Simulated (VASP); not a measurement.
Given:

```
Al2Pt
1.0
    0.00000     2.94966     2.94966
    2.94966     0.00000     2.94966
    2.94966     2.94966     0.00000
Al Pt
2 1
Cartesian
  1.47483   1.47483   1.47483
  4.42450   4.42450   4.42450
  0.00000   0.00000   0.00000
```

Level of theory: r2SCAN meta-GGA, VASP's PBE PAW potentials (set 64) (plane waves; VASP 6.6.1). Run with 480 eV cut-off, 8×8×8 Γ-centred mesh, first-order Methfessel-Paxton smearing of 0.10 eV, potentials Al Pt.

Energy and stress use the plane-wave basis of the starting cell.

Problem. The ions, cell shape and volume at an external pressure of 15.0 GPa are relaxed. What does this cell relax into?

Solution. 
```
Al2Pt
1.0
    0.00000     2.86603     2.86603
    2.86603     0.00000     2.86603
    2.86603     2.86603     0.00000
Al Pt
2 1
Direct
  0.25000   0.25000   0.25000
  0.75000   0.75000   0.75000
  0.00000   0.00000   0.00000
```
Space group Fm-3m (225), at a tolerance of 0.03 Å.

Problem. How do energy and volume change from the first to the last step?

Solution. The energy (σ→0) changes by +61.6 meV/atom and the volume by -8.3 %, in 7 ionic steps.

The compound is PtAl2 in the fluorite structure. This run relaxes it under an external pressure of 15 GPa. Symmetry was kept, so distortions that lower it aren't found.
